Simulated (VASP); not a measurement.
**How precision settings and smearing change a VASP run on BP**

A convergence test on BP: the precision settings and smearing. The atoms are off their equilibrium sites, so that forces can be compared too. The series runs use PBE. The precision settings tried: PREC = Low; PREC = Medium; PREC = Normal; PREC = Single; PREC = Accurate; LREAL = Auto; ADDGRID = .TRUE.; LASPH = .TRUE.. The smearing tried: ISMEAR = -1, SIGMA = 0.01; ISMEAR = -1, SIGMA = 0.05; ISMEAR = -1, SIGMA = 0.1; ISMEAR = -1, SIGMA = 0.2; ISMEAR = -1, SIGMA = 0.5; ISMEAR = 1, SIGMA = 0.01; ISMEAR = 1, SIGMA = 0.05; ISMEAR = 1, SIGMA = 0.1; ISMEAR = 1, SIGMA = 0.2; ISMEAR = 1, SIGMA = 0.5; ISMEAR = -5. The atoms of the start are displaced at random from the sites of a F-43m cell.

Method: PBE; plane waves and PAW (B, P), in VASP 6.6.1.

## 1. The structure

It takes space group Cm (No. 8, monoclinic). That holds within 0.01 Å; VASP, at its tighter tolerance, finds 1 operation. Conventional cell: a = 5.558 Å, b = 3.209 Å, c = 3.209 Å, α = 90.00°, β = 125.26°, γ = 90.00°. Nearest to B lie 4 P at 1.95 to 2.00 Å. Nearest to P lie 4 B at 1.95 to 2.00 Å. Farther neighbours are not listed. That group holds within 0.01 Å; judged at 0.001 Å it is P1 (No. 1).

## 2. Precision settings: PREC = Low

PREC sets the FFT grids, and LREAL, ADDGRID and LASPH trade speed for accuracy. PBE, the usual starting point, adds the gradient of the density.

INCAR

```
SYSTEM = BP
PREC = Low
ENCUT = 420
EDIFF = 1E-06
NELM = 100
ISMEAR = -1
SIGMA = 0.05
LREAL = .FALSE.
ALGO = Normal
GGA = PE
NBANDS = 10
LORBIT = 11
LWAVE = .FALSE.
LCHARG = .FALSE.
KPAR = 2
ISIF = 2
```

POSCAR

```
BP
1.0
    0.0000000000      2.2690000000      2.2690000000
    2.2690000000      0.0000000000      2.2690000000
    2.2690000000      2.2690000000      0.0000000000
B P
1 1
Direct
    0.0046500000      0.0055510000     -0.0066110000
    0.2402990000      0.2590470000      0.2475290000
```

KPOINTS

```
Automatic mesh
0
Gamma
8 8 8
0 0 0
```

PAW data sets: B and P (PBE family, release 64).

On the command line:

```
> mpirun -np 2 vasp_std
```

What it wrote:

```text
[banner, memory and clock lines left out]
running    2 mpi-ranks, on    1 nodes
 distrk:  each k-point on    1 cores,    2 groups
 distr:  one band on    1 cores,    1 groups

 POSCAR found type information on POSCAR B P
 POSCAR found :  2 types and       2 ions
 LDA part: xc-table for (Slater+PW92), standard interpolation
 POSCAR, INCAR and KPOINTS ok, starting setup
 FFT: planning ... GRIDC
 FFT: planning ... GRID_SOFT
 FFT: planning ... GRID
 WAVECAR not read
 entering main loop
       N       E                     dE             d eps       ncg     rms          rms(c)
DAV:   1     0.571186344815E+01    0.57119E+01   -0.35289E+03  5234   0.606E+02
DAV:   2    -0.131754960965E+02   -0.18887E+02   -0.18208E+02  7388   0.999E+01
DAV:   3    -0.136221276602E+02   -0.44663E+00   -0.44575E+00  6374   0.141E+01
DAV:   4    -0.136238585390E+02   -0.17309E-02   -0.17306E-02  6336   0.101E+00
DAV:   5    -0.136238669006E+02   -0.83617E-05   -0.83616E-05  6336   0.642E-02    0.722E+00
DAV:   6    -0.130130034088E+02    0.61086E+00   -0.14532E+00  5812   0.558E+00    0.391E+00
DAV:   7    -0.129222493211E+02    0.90754E-01   -0.23950E-01  6610   0.261E+00    0.132E+00
DAV:   8    -0.129142813992E+02    0.79679E-02   -0.28541E-02  5944   0.988E-01    0.207E-01
DAV:   9    -0.129145943905E+02   -0.31299E-03   -0.65865E-04  5926   0.186E-01    0.124E-01
DAV:  10    -0.129147945504E+02   -0.20016E-03   -0.28847E-04  6094   0.110E-01    0.292E-02
DAV:  11    -0.129148041086E+02   -0.95582E-05   -0.10535E-05  6628   0.230E-02    0.316E-02
DAV:  12    -0.129148050899E+02   -0.98129E-06   -0.38153E-06  5832   0.106E-02
   1 F= -.12914805E+02 E0= -.12914805E+02  d E =-.104376E-05
```

Wall time 7.4 s (2 MPI ranks of Intel Xeon Platinum 8488C (Sapphire Rapids), shared host); peak memory 0.26 GiB.

The logs omit lines about the potential files and the build; timing stands in the text.

OUTCAR, selected parts (step 2):

```text
ion  position               nearest neighbor table
   1  0.005  0.006  0.993-   2 1.95   2 1.95   2 1.96   2 2.00
   2  0.240  0.259  0.248-   1 1.95   1 1.95   1 1.96   1 2.00

  LATTYP: Found a face centered cubic cell.
 ALAT       =     4.5380000000

 Subroutine GETGRP returns: Found  1 space group operations
 (whereof  1 operations were pure point group operations)

The static configuration has the point symmetry C_1 .

 Found    260 irreducible k-points:

   k-points           NKPTS =    260   k-points in BZ     NKDIM =    260   number of bands    NBANDS=     10

   dimension x,y,z NGX =    16 NGY =   16 NGZ =   16
   dimension x,y,z NGXF=    18 NGYF=   18 NGZF=   18

   ENCUT  =  420.0 eV  30.87 Ry    5.56 a.u.   5.36  5.36  5.36*2*pi/ulx,y,z

   NELECT =       8.0000    total number of electrons

 k-points in reciprocal lattice and weights: Automatic mesh
   0.00000000  0.00000000  0.00000000       0.002
   0.12500000  0.00000000  0.00000000       0.004
   0.00000000  0.12500000  0.00000000       0.004
   0.00000000  0.00000000  0.12500000       0.004
   0.12500000  0.12500000  0.12500000       0.004
   0.25000000  0.00000000  0.00000000       0.004
   0.00000000  0.25000000  0.00000000       0.004
   0.00000000  0.00000000  0.25000000       0.004
   0.25000000  0.25000000  0.25000000       0.004
[...]
0.25000000 -0.25000000  0.50000000       0.004
   0.50000000  0.25000000 -0.25000000       0.004

 average (electrostatic) potential at core
       1 -24.7952       2 -81.2787

 E-fermi :   8.1860

 k-point     1 :       0.0000    0.0000    0.0000
  band No.  band energies     occupation
      1      -8.0282      2.00000
      2       7.2325      2.00000
      3       7.3033      2.00000
      4       7.7731      1.99948
      5      10.6108      0.00000
      6      10.9174      0.00000
      7      10.9669      0.00000
      8      14.8036      0.00000
      9      18.9386      0.00000
    ...

 k-point     2 :       0.1250    0.0000    0.0000
  band No.  band energies     occupation
      1      -7.7482      2.00000
      2       5.7655      2.00000
      3       6.8514      2.00000
      4       6.9139      2.00000
      5      11.2881      0.00000
      6      11.4455      0.00000
      7      11.4961      0.00000
      8      15.5953      0.00000
      9      18.7109      0.00000
    ...

 k-point     3 :       0.0000    0.1250    0.0000
  band No.  band energies     occupation
      1      -7.7470      2.00000
      2       5.5212      2.00000
      3       6.8319      2.00000
      4       7.2504      2.00000
      5      11.1891      0.00000
      6      11.4600      0.00000
      7      11.5695      0.00000
      8      15.5894      0.00000
      9      18.6362      0.00000
    ...

  Total        0.1604539      0.1564456      0.1552567      0.1695688     -0.1102165      0.1572121
  in kB       11.0034154     10.7285332     10.6470047     11.6284854     -7.5582898     10.7811001
  external PRESSURE =      10.7929844 kB  Pullay stress =       0.0000000 kB

  energy-cutoff  :      420.00
  volume of cell :       23.36
      direct lattice vectors                 reciprocal lattice vectors
     0.000000000  2.269000000  2.269000000    -0.220361393  0.220361393  0.220361393
     2.269000000  0.000000000  2.269000000     0.220361393 -0.220361393  0.220361393
     2.269000000  2.269000000  0.000000000     0.220361393  0.220361393 -0.220361393

 POSITION                                       TOTAL-FORCE (eV/Angst)
 -----------------------------------------------------------------------------------
      2.26659      2.26455      0.02315         0.298746     -0.418169     -0.447660
      1.14942      1.10688      1.13302        -0.298746      0.418169      0.447660
 -----------------------------------------------------------------------------------
    total drift:                                0.000313     -0.000417      0.000284

  FREE ENERGIE OF THE ION-ELECTRON SYSTEM (eV)
  ---------------------------------------------------
  free  energy   TOTEN  =       -12.9148050899 eV

  energy  without entropy=      -12.9148040461  energy(sigma->0) =      -12.91480457

 total charge
# of ion       s       p       d       tot
------------------------------------------
    1        0.668   1.274   0.000   1.942
    2        0.993   1.577   0.000   2.570
--------------------------------------------------
tot          1.660   2.852   0.000   4.512

[... 3 further parts left out ...]
```

The gap is read on the k-mesh alone, so it is an upper bound where the band edges lie off the mesh.

This step gave:

| Property | Result |
| --- | --- |
| SCF cycles | 12 |
| electrons | 8 |
| bands | 10 |
| irreducible k-points | 260 |
| symmetry operations | 1 |
| free energy (TOTEN) | -12.91 eV |
| Fermi energy | 8.186 eV |
| pressure | 1.079 GPa |
| metallic | no |
| valence top at k | 0, 0, 0 |
| conduction bottom at k | 0.375, 0.375, 0 |
| least direct gap at k | 0, 0, 0 |
| gap on the k-mesh | 0.9229 eV |
| least direct gap on the k-mesh | 2.838 eV |

The series starts at -6.4574 eV an atom and 1.08 GPa, after 12 cycles in 7.4 s.

## 3. Precision settings: PREC = Medium

Changes to INCAR since step 2:

```diff
@@ -1,3 +1,3 @@
 SYSTEM = BP
-PREC = Low
+PREC = Medium
 ENCUT = 420
```

POSCAR is that of step 2.

KPOINTS is that of step 2.

On the command line:

```
> mpirun -np 2 vasp_std
```

What it wrote:

```text
[... set-up lines as in an earlier step ...]
 entering main loop
       N       E                     dE             d eps       ncg     rms          rms(c)
DAV:   1     0.571174204286E+01    0.57117E+01   -0.35289E+03  5234   0.606E+02
DAV:   2    -0.131755854007E+02   -0.18887E+02   -0.18208E+02  7388   0.999E+01
DAV:   3    -0.136222168473E+02   -0.44663E+00   -0.44575E+00  6374   0.141E+01
DAV:   4    -0.136239477313E+02   -0.17309E-02   -0.17306E-02  6336   0.101E+00
[...]
DAV:  10    -0.129149006809E+02   -0.20015E-03   -0.28846E-04  6094   0.110E-01    0.292E-02
DAV:  11    -0.129149102399E+02   -0.95590E-05   -0.10535E-05  6628   0.230E-02    0.316E-02
DAV:  12    -0.129149112200E+02   -0.98005E-06   -0.38156E-06  5832   0.106E-02
   1 F= -.12914911E+02 E0= -.12914911E+02  d E =-.104431E-05
```

It took 8 s on 2 MPI ranks; peak memory 0.26 GiB; 15 s of CPU time.

Parts of OUTCAR (step 3):

```text
  Total        0.1596563      0.1554991      0.1545430      0.1688718     -0.1102801      0.1574869
  in kB       10.9487133     10.6636252     10.5980634     11.5806868     -7.5626550     10.7999460
  external PRESSURE =      10.7368006 kB  Pullay stress =       0.0000000 kB

 POSITION                                       TOTAL-FORCE (eV/Angst)
 -----------------------------------------------------------------------------------
      2.26659      2.26455      0.02315         0.298957     -0.418716     -0.447677
      1.14942      1.10688      1.13302        -0.298957      0.418716      0.447677
 -----------------------------------------------------------------------------------
    total drift:                               -0.000187      0.000634      0.000100

  FREE ENERGIE OF THE ION-ELECTRON SYSTEM (eV)
  ---------------------------------------------------
  free  energy   TOTEN  =       -12.9149112200 eV

  energy  without entropy=      -12.9149101757  energy(sigma->0) =      -12.91491070

[... 2 parts as in an earlier step ...]

[... 1 further part left out ...]
[key lines of the parts left out:]
E-fermi :   8.1860
```

Against the first of the series the energy moves by -0.05 meV an atom and the pressure by -0.01 GPa, after 12 cycles in 8 s.

## 4. Precision settings: PREC = Normal

Changes to INCAR since step 3:

```diff
@@ -1,3 +1,3 @@
 SYSTEM = BP
-PREC = Medium
+PREC = Normal
 ENCUT = 420
```

POSCAR is that of step 3.

KPOINTS is that of step 3.

On the command line:

```
> mpirun -np 2 vasp_std
```

What it wrote:

```text
[... set-up lines as in an earlier step ...]
 entering main loop
       N       E                     dE             d eps       ncg     rms          rms(c)
DAV:   1     0.571174581877E+01    0.57117E+01   -0.35289E+03  5234   0.606E+02
DAV:   2    -0.131755800007E+02   -0.18887E+02   -0.18208E+02  7388   0.999E+01
DAV:   3    -0.136222114633E+02   -0.44663E+00   -0.44575E+00  6374   0.141E+01
DAV:   4    -0.136239423477E+02   -0.17309E-02   -0.17306E-02  6336   0.101E+00
[...]
DAV:  10    -0.129148957713E+02   -0.20015E-03   -0.28846E-04  6094   0.110E-01    0.292E-02
DAV:  11    -0.129149053305E+02   -0.95592E-05   -0.10535E-05  6628   0.230E-02    0.316E-02
DAV:  12    -0.129149063105E+02   -0.98006E-06   -0.38156E-06  5832   0.106E-02
   1 F= -.12914906E+02 E0= -.12914906E+02  d E =-.104427E-05
```

Run time: 7.4 s. Hardware: 2 MPI ranks; peak memory 0.27 GiB.

OUTCAR, selected parts (step 4):

```text
  Total        0.1593572      0.1554558      0.1540965      0.1688125     -0.1102672      0.1574464
  in kB       10.9282049     10.6606588     10.5674393     11.5766160     -7.5617720     10.7971701
  external PRESSURE =      10.7187676 kB  Pullay stress =       0.0000000 kB

 POSITION                                       TOTAL-FORCE (eV/Angst)
 -----------------------------------------------------------------------------------
      2.26659      2.26455      0.02315         0.298890     -0.418527     -0.447630
      1.14942      1.10688      1.13302        -0.298890      0.418527      0.447630
 -----------------------------------------------------------------------------------
    total drift:                               -0.000091      0.000306      0.000034

  FREE ENERGIE OF THE ION-ELECTRON SYSTEM (eV)
  ---------------------------------------------------
  free  energy   TOTEN  =       -12.9149063105 eV

  energy  without entropy=      -12.9149052663  energy(sigma->0) =      -12.91490579

[... 2 parts as in an earlier step ...]

[... 1 further part left out ...]
[key lines of the parts left out:]
E-fermi :   8.1860
```

Against the first of the series the energy moves by -0.05 meV an atom and the pressure by -0.01 GPa, after 12 cycles in 7.4 s.

## 5. Precision settings: PREC = Single

Changes to INCAR since step 4:

```diff
@@ -1,3 +1,3 @@
 SYSTEM = BP
-PREC = Normal
+PREC = Single
 ENCUT = 420
```

POSCAR is that of step 4.

KPOINTS is that of step 4.

On the command line:

```
> mpirun -np 2 vasp_std
```

What it wrote:

```text
[... set-up lines as in an earlier step ...]
 entering main loop
       N       E                     dE             d eps       ncg     rms          rms(c)
DAV:   1     0.571242949544E+01    0.57124E+01   -0.35290E+03  5234   0.606E+02
DAV:   2    -0.131755702334E+02   -0.18888E+02   -0.18209E+02  7388   0.999E+01
DAV:   3    -0.136222202097E+02   -0.44665E+00   -0.44576E+00  6374   0.141E+01
DAV:   4    -0.136239509187E+02   -0.17307E-02   -0.17304E-02  6336   0.101E+00
[...]
DAV:  10    -0.129149035978E+02   -0.20015E-03   -0.28846E-04  6094   0.110E-01    0.292E-02
DAV:  11    -0.129149131552E+02   -0.95574E-05   -0.10535E-05  6628   0.230E-02    0.316E-02
DAV:  12    -0.129149141365E+02   -0.98124E-06   -0.38163E-06  5832   0.106E-02
   1 F= -.12914914E+02 E0= -.12914914E+02  d E =-.104423E-05
```

Elapsed: 17 s, on 2 MPI ranks; peak memory 0.26 GiB.

OUTCAR, selected parts (step 5):

```text
  Total        0.1595120      0.1553556      0.1544021      0.1687908     -0.1103603      0.1574071
  in kB       10.9388199     10.6537844     10.5883973     11.5751279     -7.5681552     10.7944695
  external PRESSURE =      10.7270005 kB  Pullay stress =       0.0000000 kB

 POSITION                                       TOTAL-FORCE (eV/Angst)
 -----------------------------------------------------------------------------------
      2.26659      2.26455      0.02315         0.298952     -0.418722     -0.447684
      1.14942      1.10688      1.13302        -0.298952      0.418722      0.447684
 -----------------------------------------------------------------------------------
    total drift:                               -0.000185      0.000633      0.000102

  FREE ENERGIE OF THE ION-ELECTRON SYSTEM (eV)
  ---------------------------------------------------
  free  energy   TOTEN  =       -12.9149141365 eV

  energy  without entropy=      -12.9149130922  energy(sigma->0) =      -12.91491361

[... 2 parts as in an earlier step ...]

[... 1 further part left out ...]
[key lines of the parts left out:]
E-fermi :   8.1860
```

Against the first of the series the energy moves by -0.05 meV an atom and the pressure by -0.01 GPa, after 12 cycles in 17 s.

## 6. Precision settings: PREC = Accurate

Changes to INCAR since step 5:

```diff
@@ -1,3 +1,3 @@
 SYSTEM = BP
-PREC = Single
+PREC = Accurate
 ENCUT = 420
```

POSCAR is that of step 5.

KPOINTS is that of step 5.

On the command line:

```
> mpirun -np 2 vasp_std
```

What it wrote:

```text
[... set-up lines as in an earlier step ...]
 entering main loop
       N       E                     dE             d eps       ncg     rms          rms(c)
DAV:   1     0.571243205971E+01    0.57124E+01   -0.35290E+03  5234   0.606E+02
DAV:   2    -0.131755674873E+02   -0.18888E+02   -0.18209E+02  7388   0.999E+01
DAV:   3    -0.136222175351E+02   -0.44665E+00   -0.44576E+00  6374   0.141E+01
DAV:   4    -0.136239482444E+02   -0.17307E-02   -0.17304E-02  6336   0.101E+00
[...]
DAV:  10    -0.129149016705E+02   -0.20015E-03   -0.28846E-04  6094   0.110E-01    0.292E-02
DAV:  11    -0.129149112294E+02   -0.95589E-05   -0.10535E-05  6628   0.230E-02    0.316E-02
DAV:  12    -0.129149122106E+02   -0.98123E-06   -0.38164E-06  5832   0.106E-02
   1 F= -.12914912E+02 E0= -.12914912E+02  d E =-.104419E-05
```

Wall time 17 s (2 MPI ranks); peak memory 0.31 GiB; 34 s of CPU time.

OUTCAR, selected parts (step 6):

```text
  Total        0.1592484      0.1552477      0.1540687      0.1687368     -0.1103326      0.1573422
  in kB       10.9207417     10.6463859     10.5655332     11.5714239     -7.5662577     10.7900199
  external PRESSURE =      10.7108870 kB  Pullay stress =       0.0000000 kB

 POSITION                                       TOTAL-FORCE (eV/Angst)
 -----------------------------------------------------------------------------------
      2.26659      2.26455      0.02315         0.298830     -0.418391     -0.447632
      1.14942      1.10688      1.13302        -0.298830      0.418391      0.447632
 -----------------------------------------------------------------------------------
    total drift:                                0.000014      0.000023     -0.000011

  FREE ENERGIE OF THE ION-ELECTRON SYSTEM (eV)
  ---------------------------------------------------
  free  energy   TOTEN  =       -12.9149122106 eV

  energy  without entropy=      -12.9149111665  energy(sigma->0) =      -12.91491169

[... 2 parts as in an earlier step ...]

[... 1 further part left out ...]
[key lines of the parts left out:]
E-fermi :   8.1860
```

Against the first of the series the energy moves by -0.05 meV an atom and the pressure by -0.01 GPa, after 12 cycles in 17 s.

(Part 1 of 3 ends here.)

[Lines on the potential files, build, host, timing and source positions are cut from VASP's logs without a mark.]

[Logs are printed without paths, hosts, clocks, repeated set-up lines and the standing remarks that a program may print on its own settings, such as how far it seeks lower states.]

[Hosts, paths, dates, database ids (printed as entryN), source tags and the programs' standing remarks are cut or masked in the printed files.]

[A measured line is paired with the nearest computed mode of its activity, which favours agreement.]
